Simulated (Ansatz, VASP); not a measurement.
# Hf2Ti2SbN3: VASP beside Ansatz, part 2 of 2

Aim: how closely do two programs agree when they are given the same cell, functional and k mesh? The cell is invented: As first built, before any earlier steps moved the atoms (in the runner's words): it takes the HfTiN2 structure with some of its atoms replaced by other elements, volume scaled by an estimate. It may not be a known or stable phase. The cell is taken from a series of VASP runs on this material, whose earlier steps may have relaxed, scaled or displaced it; both programs get it as it stands. Valence electrons are named where the data sets of a main pair hold unlike numbers.

VASP 6.6.1 and Ansatz 0.2.0.

So far: The starting structure; VASP: single point, LDA.

### Step 3. Ansatz: single point, LDA

Level of this step: Ansatz beside VASP: Kohn-Sham DFT, plane waves, LDA (Ansatz).

Ansatz runs on its default PAW (the set named soft_2) files.

The same cell, functional (in two slightly different forms), mesh and smearing now go to Ansatz, which takes its cutoff from its data sets.

The input, input.yaml:

```yaml
crystal:
  lattice:
    - [-3.4839384546, 3.4839384546, 9.045203154]
    - [3.4839384546, -3.4839384546, 9.045203154]
    - [6.9678769092, 6.9678769092, -18.090406308]
  atoms:
    - { symbol: Hf, position: [0.25, 0.25, 0.0] }
    - { symbol: Hf, position: [0.75, 0.75, 0.0] }
    - { symbol: Hf, position: [0.75, 0.25, 0.25] }
    - { symbol: Hf, position: [0.25, 0.75, 0.25] }
    - { symbol: Hf, position: [0.25, 0.25, 0.5] }
    - { symbol: Hf, position: [0.75, 0.75, 0.5] }
    - { symbol: Hf, position: [0.75, 0.25, 0.75] }
    - { symbol: Hf, position: [0.25, 0.75, 0.75] }
    - { symbol: Hf, position: [0.0, 0.0, 0.0] }
    - { symbol: Hf, position: [0.5, 0.5, 0.0] }
    - { symbol: Hf, position: [0.5, 0.0, 0.25] }
    - { symbol: Hf, position: [0.0, 0.5, 0.25] }
    - { symbol: Hf, position: [0.0, 0.0, 0.5] }
    - { symbol: Hf, position: [0.5, 0.5, 0.5] }
    - { symbol: Hf, position: [0.5, 0.0, 0.75] }
    - { symbol: Hf, position: [0.0, 0.5, 0.75] }
    - { symbol: Sb, position: [0.5, 0.5, 0.25] }
    - { symbol: Sb, position: [0.0, 0.0, 0.25] }
    - { symbol: Sb, position: [0.0, 0.5, 0.5] }
    - { symbol: Sb, position: [0.5, 0.0, 0.5] }
    - { symbol: Sb, position: [0.5, 0.5, 0.75] }
    - { symbol: Sb, position: [0.0, 0.0, 0.75] }
    - { symbol: Sb, position: [0.0, 0.5, 0.0] }
    - { symbol: Sb, position: [0.5, 0.0, 0.0] }
    - { symbol: Ti, position: [0.6429526619, 0.6429526619, 0.25] }
    - { symbol: Ti, position: [0.1429526619, 0.1429526619, 0.25] }
    - { symbol: Ti, position: [0.1429526619, 0.6429526619, 0.5] }
    - { symbol: Ti, position: [0.6429526619, 0.1429526619, 0.5] }
    - { symbol: Ti, position: [0.6429526619, 0.6429526619, 0.75] }
    - { symbol: Ti, position: [0.1429526619, 0.1429526619, 0.75] }
    - { symbol: Ti, position: [0.1429526619, 0.6429526619, 0.0] }
    - { symbol: Ti, position: [0.6429526619, 0.1429526619, 0.0] }
    - { symbol: Ti, position: [0.3570473381, 0.3570473381, 0.25] }
    - { symbol: Ti, position: [0.8570473381, 0.8570473381, 0.25] }
    - { symbol: Ti, position: [0.8570473381, 0.3570473381, 0.5] }
    - { symbol: Ti, position: [0.3570473381, 0.8570473381, 0.5] }
    - { symbol: Ti, position: [0.3570473381, 0.3570473381, 0.75] }
    - { symbol: Ti, position: [0.8570473381, 0.8570473381, 0.75] }
    - { symbol: Ti, position: [0.8570473381, 0.3570473381, 0.0] }
    - { symbol: Ti, position: [0.3570473381, 0.8570473381, 0.0] }
    - { symbol: "N", position: [0.3802356812, 0.3802356811, 0.0] }
    - { symbol: "N", position: [0.8802356812, 0.8802356812, 0.0] }
    - { symbol: "N", position: [0.8802356812, 0.3802356811, 0.25] }
    - { symbol: "N", position: [0.3802356812, 0.8802356811, 0.25] }
    - { symbol: "N", position: [0.3802356811, 0.3802356812, 0.5] }
    - { symbol: "N", position: [0.8802356811, 0.8802356811, 0.5] }
    - { symbol: "N", position: [0.8802356811, 0.3802356811, 0.75] }
    - { symbol: "N", position: [0.3802356811, 0.8802356812, 0.75] }
    - { symbol: "N", position: [0.1197643188, 0.1197643188, 0.0] }
    - { symbol: "N", position: [0.6197643189, 0.6197643188, 0.0] }
    - { symbol: "N", position: [0.6197643188, 0.1197643188, 0.25] }
    - { symbol: "N", position: [0.1197643189, 0.6197643188, 0.25] }
    - { symbol: "N", position: [0.1197643188, 0.1197643188, 0.5] }
    - { symbol: "N", position: [0.6197643189, 0.6197643188, 0.5] }
    - { symbol: "N", position: [0.6197643188, 0.1197643188, 0.75] }
    - { symbol: "N", position: [0.1197643188, 0.6197643188, 0.75] }
    - { symbol: "N", position: [0.25, 0.25, 0.25] }
    - { symbol: "N", position: [0.75, 0.75, 0.25] }
    - { symbol: "N", position: [0.75, 0.25, 0.5] }
    - { symbol: "N", position: [0.25, 0.75, 0.5] }
    - { symbol: "N", position: [0.25, 0.25, 0.75] }
    - { symbol: "N", position: [0.75, 0.75, 0.75] }
    - { symbol: "N", position: [0.75, 0.25, 0.0] }
    - { symbol: "N", position: [0.25, 0.75, 0.0] }
hamiltonian:
  xc: lda
  pseudopotentials: { kind: paw }
kpoints:
  mp_grid: { grid: [4, 4, 4] }
scf:
  occupations: { method: methfessel_paxton, width: 0.2 }
  n_extra_bands: 20
output:
  forces: true
  stress: true
  eigenvalues: true
  write_density: true
  write_potential: true
  elf: true
  volumetric_format: npy
```

Command:

```
$ ansatz run input.yaml --threads 16 --pin off --max-ram 36864MiB --backend cpu --events-out ev --progress --plain --runs-dir out
```

Numbers of over 12 decimals in the logs are rounded to 6 here.

What it wrote:

```text
basis.fft_grid_basis auto: the FFT boxes are laid along the combinations [[1, -1, 0], [0, 1, 0], [1, 1, 1]] of the cell's own vectors, 9.854, 10.300 and 9.854 Å long. The dense box has 72×72×72 points. Along the cell's own vectors, as sized, it would have 72×72×144, 2.00 times as many. basis.fft_grid_basis: typed keeps the cell's own vectors: state it where this run's energies or levels are differenced outside the en [...]
scf.n_extra_bands = 20 over 424 filled bands (N_el = 848.0): the run solves 444 bands
Engine: ansatz 0.2.0, aarch64-unknown-linux-gnu
Pseudopotentials: kind: paw
Pseudopotential: Hf, paw, valence charge 26, recommended cutoff 420 eV (normal), Hf.paw.azcp
Pseudopotential: Sb, paw, valence charge 15, recommended cutoff 420 eV (normal), Sb.paw.azcp
Pseudopotential: Ti, paw, valence charge 12, recommended cutoff 420 eV (normal), Ti.paw.azcp
Pseudopotential: N, paw, valence charge 5, recommended cutoff 420 eV (normal), N.paw.azcp
Functional definition: SPW92
  exchange = slater_x
  correlation = pw_c
Crystal: 64 atoms, lattice volume = 878.313 Å³
Basis set: ecut = 420 eV, 17183 PW (Γ), FFT grids on a1−a2, a2, a1+a2+a3
Bands: 444, of which v1, the nominal top of the filled ones, is band 424 counted from 1 (423 counted from 0)
Symmetry: 64 space group operations
Space group: P4/mmm (ITA 123), of the structure as read, at distance tolerance 9.6e-5 Å
k-points: 21 of 64
Non-local potential: Hf, projectors of the file, l = 0: 3, l = 1: 2, l = 2: 2, l = 3: 3
Non-local potential: Sb, projectors of the file, l = 0: 2, l = 1: 2, l = 2: 2, l = 3: 2
Non-local potential: Ti, projectors of the file, l = 0: 3, l = 1: 2, l = 2: 3, l = 3: 1
Non-local potential: N, projectors of the file, l = 0: 2, l = 1: 2, l = 2: 1
PAW form: soft (Blöchl's): semilocal exchange-correlation on the pseudo side does not see the compensation charge
PAW frozen core: Hf, regenerated for the run's functional, and the local potential with it (the file was generated under x = pbe(κ = 0.804, μ = 0.219515), c = pbe(β = 0.066725))
PAW frozen core: Sb, regenerated for the run's functional, and the local potential with it (the file was generated under x = pbe(κ = 0.804, μ = 0.219515), c = pbe(β = 0.066725))
PAW frozen core: Ti, regenerated for the run's functional, and the local potential with it (the file was generated under x = pbe(κ = 0.804, μ = 0.219515), c = pbe(β = 0.066725))
PAW frozen core: N, regenerated for the run's functional, and the local potential with it (the file was generated under x = pbe(κ = 0.804, μ = 0.219515), c = pbe(β = 0.066725))
PAW one-centre angular grid: Hf, 590 points (default); XC on 64 Gauss nodes
PAW one-centre angular grid: Sb, 590 points (default); XC on 64 Gauss nodes
PAW one-centre angular grid: Ti, 590 points (default); XC on 64 Gauss nodes
PAW one-centre angular grid: N, 110 points (default); XC on 64 Gauss nodes
Initial density: superposition of atomic densities (neutral atoms: chi_scale 0, normalization atom), corrected by the library's trained network
Initial wavefunctions: pseudopotential atomic-orbital guess
Functional: x = slater, c = lda
SCF iter   1: F=—  HF=-346536.904724 eV  |F-HF|=—  |Δ(HF+E_count)|=         —  Δρ=1.27e-2  dr2=1.69e0  ethr=1.77e-3  ⟨swp⟩=5.0  Hψ=32092  notcnv=0
preconditioner: auto → Kerker (q_TF=auto, 2.712 Å⁻¹)  [metal: Δε(μ)=0.005 eV  Ē_g=17.318 eV  σ=0.200 eV  W_gap=0.02  n_scr=298 (ndim 8)  ℏωp=35.1 eV  f_vac=0.000  D(μ)=33.26/eV (n_scr^D=254)]
SCF iter   2: F=—  HF=-346536.602653 eV  |F-HF|=—  |Δ(HF+E_count)|=   3.02e-1  S|Δr|=    0.00e0  Δρ=4.50e-3  dr2=1.42e-1  ethr=1.99e-4  ⟨swp⟩=2.0  Hψ=16249  notcnv=0
SCF iter   3: F=—  HF=-346536.575061 eV  |F-HF|=—  |Δ(HF+E_count)|=   2.76e-2  S|Δr|=    0.00e0  Δρ=1.92e-3  dr2=2.77e-2  ethr=1.68e-5  ⟨swp⟩=2.0  Hψ=11577  notcnv=0
SCF iter   4: F=—  HF=-346536.569307 eV  |F-HF|=—  |Δ(HF+E_count)|=   5.75e-3  S|Δr|=    0.00e0  Δρ=5.59e-4  dr2=3.67e-3  ethr=3.26e-6  ⟨swp⟩=2.0  Hψ=18235  notcnv=0
SCF iter   5: F=—  HF=-346536.567508 eV  |F-HF|=—  |Δ(HF+E_count)|=   1.80e-3  S|Δr|=    0.00e0  Δρ=2.23e-4  dr2=8.44e-4  ethr=4.32e-7  ⟨swp⟩=2.0  Hψ=18291  notcnv=0
SCF iter   6: F=—  HF=-346536.566996 eV  |F-HF|=—  |Δ(HF+E_count)|=   5.12e-4  S|Δr|=    0.00e0  Δρ=1.09e-4  dr2=1.90e-4  ethr=9.95e-8  ⟨swp⟩=2.0  Hψ=14346  notcnv=0
SCF iter   7: F=—  HF=-346536.567032 eV  |F-HF|=—  |Δ(HF+E_count)|=   3.58e-5  S|Δr|=    0.00e0  Δρ=2.66e-5  dr2=1.61e-5  ethr=2.24e-8  ⟨swp⟩=2.0  Hψ=13380  notcnv=0
SCF iter   8: F=—  HF=-346536.567447 eV  |F-HF|=—  |Δ(HF+E_count)|=   4.15e-4  S|Δr|=    0.00e0  Δρ=1.88e-5  dr2=3.68e-6  ethr=1.90e-9  ⟨swp⟩=2.1  Hψ=18515  notcnv=0
SCF iter   9: F=—  HF=-346536.567445 eV  |F-HF|=—  |Δ(HF+E_count)|=   2.24e-6  S|Δr|=    0.00e0  Δρ=5.13e-6  dr2=5.20e-7  ethr=4.34e-10  ⟨swp⟩=2.0  Hψ=18432  notcnv=0
SCF iter  10: F=-346536.567445 eV  HF=-346536.567445 eV  |F-HF|=4.45e-8  |Δ(HF+E_count)|=   1.38e-7  S|Δr|=    0.00e0  Δρ=2.22e-6  dr2=7.95e-8  ethr=1.18e-11  ⟨swp⟩=8.2  Hψ=68331  notcnv=0
SCF 1 converged in 10 iterations: F = -346536.567445 eV  dr2 = 7.95e-8
  greatest PAW one-centre occupation: 1.000 electrons in one spin orbital (limit 2), on the Sb atom at site 23 (counted from 0), in its partial waves of l = 2
SCF converged after 10 iterations
Stability not checked: this state was not tested for a lower state beside it, because cold or Methfessel-Paxton smearing, or corrected tetrahedra, fill the levels in a way that the test cannot read (fill_not_monotonic; see scf.lower_state_search)
Free energy (F): -346536.567445 eV
Harris-Foulkes:  -346536.567445 eV  (|F-HF|=4.45e-8)
Internal energy: -346536.615437 eV  (E = F + TS)
E sigma→0 (E₀):  -346536.579443 eV
Entropy (-TS):   0.047992 eV (0.750 meV/atom)
Fermi energy:    17.689448 eV
Step filling:    the computed levels leave a gap of 0.0025 eV = 0.0 smearing widths at the electron count; against every level under it full and every level over it empty, smearing changes F+E_penalty+E_count by +24.581 meV and its σ→0 estimate by +12.583 meV
--- Per-component energies (eV) ---
  E_band       = -2079.367102
  E_kinetic    = 15992.926158
  E_local      = -117360.800946  (includes V_loc(G=0)·N_el)
  E_nonlocal   = -15445.212268
  E_hartree    = 54093.453232
  E_xc         = -8880.371001
  E_vxc        = -8870.834424  (∫ρ·V_xc dr)
  E_paw        = -161215.077761  (= ΣΔE_a)
  E_vpaw       = 15417.660584  (= ΣTr[D̂ρ^β])
  E_aug_tail   = 0.003732  (compensation charges beyond the density's cutoff)
  E_ewald      = -113772.459313
  E_core_change = 50.922732  (= ΣΔE_core)
  E_smearing   = 0.047992  (= −TS)
  E_closure    = 0.000000  (closes the sum)
  Σ components = -346536.567445   (vs F -346536.567445, Δ=0.00e0)
--- Forces (eV/Å), atoms counted from 1 ---
  atom   1  Hf     0.00000000    -0.00000000     0.00000000
  atom   2  Hf     0.00000000     0.00000000    -0.00000000
  atom   3  Hf     0.00000000    -0.00000000    -0.00000000
  atom   4  Hf     0.00000000    -0.00000000    -0.00000000
  atom   5  Hf     0.00000000    -0.00000000     0.00000000
  atom   6  Hf     0.00000000    -0.00000000     0.00000000
  atom   7  Hf     0.00000000    -0.00000000    -0.00000000
  atom   8  Hf     0.00000000     0.00000000    -0.00000000
  atom   9  Hf     0.00000000    -0.00000000    -0.00000000
  atom  10  Hf     0.00000000    -0.00000000     0.00000000
  atom  11  Hf     0.00000000     0.00000000     0.00000000
  atom  12  Hf     0.00000000     0.00000000     0.00000000
  atom  13  Hf     0.00000000     0.00000000    -0.00000000
  atom  14  Hf     0.00000000     0.00000000     0.00000000
  atom  15  Hf     0.00000000     0.00000000    -0.00000000
  atom  16  Hf     0.00000000     0.00000000    -0.00000000
  atom  17  Sb     0.00000000     0.00000000     0.00000000
  atom  18  Sb     0.00000000     0.00000000    -0.00000000
  atom  19  Sb     0.00000000     0.00000000     0.00000000
  atom  20  Sb     0.00000000     0.00000000    -0.00000000
  atom  21  Sb     0.00000000     0.00000000    -0.00000000
  atom  22  Sb     0.00000000     0.00000000     0.00000000
  atom  23  Sb     0.00000000     0.00000000    -0.00000000
  atom  24  Sb     0.00000000     0.00000000    -0.00000000
[...]
atom  57  N      0.00000000     0.00000000     0.00000000
  atom  58  N      0.00000000     0.00000000    -0.00000000
  atom  59  N      0.00000000     0.00000000     0.00000000
  atom  60  N      0.00000000     0.00000000    -0.00000000
  atom  61  N      0.00000000     0.00000000    -0.00000000
  atom  62  N      0.00000000     0.00000000    -0.00000000
  atom  63  N      0.00000000     0.00000000     0.00000000
  atom  64  N      0.00000000     0.00000000    -0.00000000
  max |Σ_I F_I| component: 2.22e-16 eV/Å
--- Stress (GPa, compression-positive) ---
        1.950858       0.007814      -0.000000
        0.007814       1.950858      -0.000000
       -0.000000       0.000000      -2.462474
  P = ⅓ Tr σ = 0.4797 GPa (4.797 kbar)
--- Band table (eV; the first three rows and the last of 21) ---
  k-point 0: bands = [... 420 lower, 17.8434, 17.9124, 17.9126, 17.9259, 17.9259, 17.9905, 18.0241, 18.0241, ... 16 higher]
  k-point 1: bands = [... 420 lower, 17.5191, 17.7088, 17.7088, 17.8143, 17.8622, 17.8622, 17.8821, 17.8884, ... 16 higher]
  k-point 2: bands = [... 420 lower, 17.4656, 17.4656, 17.6851, 17.6851, 17.8348, 17.8348, 17.9276, 17.9276, ... 16 higher]
  k-point 20: bands = [... 420 lower, 17.4492, 17.4492, 17.5671, 17.5671, 17.7613, 17.7613, 17.8177, 17.8177, ... 16 higher]
```

The job ended after 2.2 min (16 threads of Arm Neoverse V2, shared host; peak memory 29 GiB).

The run ends at a pressure of 0.48 GPa, with forces up to 0.36 eV/Å.

### Step 4. Comparison

Known differences besides the potentials themselves: the two LDA forms differ slightly; the data sets hold 848 valence electrons in Ansatz (on its default PAW (the set named soft_2) files) and 288 in VASP; the cutoff is 420 eV in Ansatz and 400 eV in VASP (PREC = Normal, projectors in real space); VASP's log shows a relativistic correction to its local exchange, Ansatz's none. Total energies have different zeros and are not compared.

Compared:

| quantity | Ansatz | VASP | difference |
| --- | --- | --- | --- |
| pressure (GPa) | 0.48 | -1.87 | +2.35 |
| pressure without Ansatz's Pulay correction (GPa) | 0.10 | -1.87 | +1.97 |

Forces on 7 of the 64 atoms, those with the largest forces and the largest differences (eV/Å; atoms numbered as in POSCAR):

| atom | Ansatz x, y, z | VASP x, y, z |
| --- | --- | --- |
| Ti31 | 0.000, 0.000, 0.360 | 0.000, 0.000, 0.127 |
| Ti34 | 0.000, 0.000, -0.360 | 0.000, 0.000, -0.127 |
| Ti35 | 0.000, 0.000, -0.360 | 0.000, 0.000, -0.127 |
| Ti36 | 0.000, 0.000, -0.360 | 0.000, 0.000, -0.127 |
| Ti37 | 0.000, 0.000, -0.360 | 0.000, 0.000, -0.127 |
| Ti38 | 0.000, 0.000, -0.360 | 0.000, 0.000, -0.127 |
| Ti39 | 0.000, 0.000, -0.360 | 0.000, 0.000, -0.127 |

The forces differ by 68 meV/Å r.m.s., which is 114.1 % of the r.m.s. force of 0.059 eV/Å (both taken over all components). Ansatz's pressure holds a Pulay correction of 0.38 GPa; VASP's holds none.

### Step 5. Further runs

Further runs change the set-up of one program: Ansatz's method, potentials or start, or VASP's data sets, cutoff or form of LDA. The table gives Ansatz less VASP for each quantity, since a change that brings one quantity closer may part another.

| run | r.m.s. force difference (meV/Å) | pressure (GPa) | pressure without Ansatz's Pulay correction (GPa) |
| --- | --- | --- | --- |
| as above | 68 | 2.3 | 2.0 |
| cores kept as stored | 65 | 2.5 | 2.1 |
| Ansatz's larger PAW set (cutoff 910 eV) | 65 | 2.5 | 2.4 |
| norm-conserving potentials (cutoff 1143 eV) | 68 | 1.0 |  |

### Step 6. Results

| Item | Value |
| --- | --- |
| r.m.s. force difference (single point, LDA) | 68 meV/Å |
| difference in pressure (single point, LDA) | 2.3 GPa |

In words: The r.m.s. force difference is 68 meV/Å (single point, LDA), beyond the 12 meV/Å picked in this series as the mark of a large difference. The data sets hold unlike numbers of valence electrons (848 in Ansatz and 288 in VASP), so part of the differences comes from the potentials. By the marks of this series, far apart in the single point, LDA pair: the r.m.s. force difference, 68 meV/Å and the difference in pressure, 2.3 GPa. Single point, LDA, norm-conserving potentials (cutoff 1143 eV): the difference in pressure goes from 2.3 to 1.0 GPa. How closely two codes agree says nothing of how well the functional describes the real material.

[Lines on the potential files, build, host, timing and source positions are cut from VASP's logs without a mark.]

[Logs are printed without paths, hosts, clocks, repeated set-up lines and the standing remarks that a program may print on its own settings, such as how far it seeks lower states.]

[Hosts, paths, dates, database ids (printed as entryN), source tags and the programs' standing remarks are cut or masked in the printed files.]
